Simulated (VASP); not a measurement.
Energy against volume of Ta (bcc). All values below come from rev-vdW-DF2, VASP's PBE PAW potentials (set 64) (plane waves; VASP). Run with 520 eV cut-off, 15×15×15 Γ-centred mesh, first-order Methfessel-Paxton smearing of 0.10 eV, potentials Ta_pv.

| V (Å³/atom) | E (eV/atom) |
|---|---|
| 17.442 | -9.54590 |
| 17.982 | -9.55510 |
| 18.521 | -9.54344 |
| 19.061 | -9.51440 |

Q: Fit these four points and predict the energy of the run at 16.903 Å³/atom.

A: A cubic in V^(−2/3), the third-order Birch-Murnaghan form, passes through the four points with V0 = 17.93 Å³/atom and B0 = 209 GPa, and gives -9.5116 eV/atom there. The run gave -9.5131 eV/atom, -1.5 meV/atom from the fit; all five points give B0 = 205 GPa.

The compound is Ta in the bcc structure. It was relaxed first.
